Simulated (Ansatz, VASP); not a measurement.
Two plane-wave programs on TaSF

Contents of INCAR:

```
SYSTEM = TaSF
ALGO = Normal
EDIFF = 1E-7
ENCUT = 520
GGA = PE
ISIF = 2
ISMEAR = 0
ISPIN = 2
LASPH = .TRUE.
LCHARG = .FALSE.
LMAXMIX = 4
LORBIT = 11
LREAL = .FALSE.
LWAVE = .FALSE.
MAGMOM = 1 1 0 0 0 0
NBANDS = 37
NELM = 150
PREC = Accurate
SIGMA = 0.1
```

File KPOINTS:

```
k-points
0
G
  4 4 4
  0 0 0
```

The input POSCAR:

```
TaSF
1.0
    3.8733923666      0.0000000000      0.0000000000
    0.0000000000      4.1276167696      0.0000000000
    0.0000000000      0.0000000000      6.3926880776
Ta S F
2 2 2
Direct
    0.5000000000      0.0000000000      0.7168374182
    0.5000000000      0.0000000000      0.2831625818
    0.0000000000      0.0000000000      0.0000000000
    0.0000000000      0.0000000000      0.5000000000
    0.5000000000      0.5000000000      0.7534088972
    0.5000000000      0.5000000000      0.2465911028
```

Input for Ansatz:

```yaml
crystal:
  lattice:
    - [3.8733923666, 0.0, 0.0]
    - [0.0, 4.1276167696, 0.0]
    - [0.0, 0.0, 6.3926880776]
  atoms:
    - { symbol: Ta, position: [0.5, 0.0, 0.7168374182], spin: 1.0 }
    - { symbol: Ta, position: [0.5, 0.0, 0.2831625818], spin: 1.0 }
    - { symbol: S, position: [0.0, 0.0, 0.0] }
    - { symbol: S, position: [0.0, 0.0, 0.5] }
    - { symbol: F, position: [0.5, 0.5, 0.7534088972] }
    - { symbol: F, position: [0.5, 0.5, 0.2465911028] }
basis:
  ecutwfc: 420
kpoints:
  mp_grid: { grid: [4, 4, 4] }
hamiltonian:
  xc: pbe
scf:
  occupations: { method: gaussian, width: 0.1 }
  lower_state_search: "off"
output:
  forces: true
  stress: true
  eigenvalues: true
  populations: true
magnetization:
  spin_polarized: true
```

Change from the starting cell: the structure that the rattled cell fell into.

Alike in both runs: task single point; functional PBE; k mesh 4 × 4 × 4; occupations gaussian, width 0.1 eV; collinear spin.

|  | VASP | Ansatz |
| --- | --- | --- |
| version | VASP 6.6.1 | Ansatz 0.2.0 |
| potentials or method | VASP PAW PBE potentials, release 64 (Ta_pv, S, F) | scalar-relativistic, plane waves, PAW |
| plane-wave cutoff (eV) | 520 | 420 |
| valence electrons in the cell | 48 | 52 |

|  | VASP | Ansatz | Ansatz less VASP |
| --- | --- | --- | --- |
| gap on the k mesh at the Fermi level (eV) | none | none | - |
| pressure (GPa) | 0.1 | 0.1 | -0.07 |
| largest component of the traceless stress (GPa) | 0.50 | 0.37 | -0.137 |
| rms of the force components (eV/Å) | 0.034 | 0.036 | +0.0017 |
| net moment per atom (μB) | 0.00 | 0.00 | 0.000 |

Atom by atom the forces differ by 0.002 eV/Å (rms over components). A gap of «none» marks a metal or a gap that the smearing closes. The two sets of potentials don't hold the same shells in valence. Ansatz warned: «seeded_moment_not_kept».

Caveats: the k mesh is coarse (spacing up to 0.41 Å⁻¹), so the values aren't converged. The runs have no spin-orbit coupling, so splittings on Ta are missing.
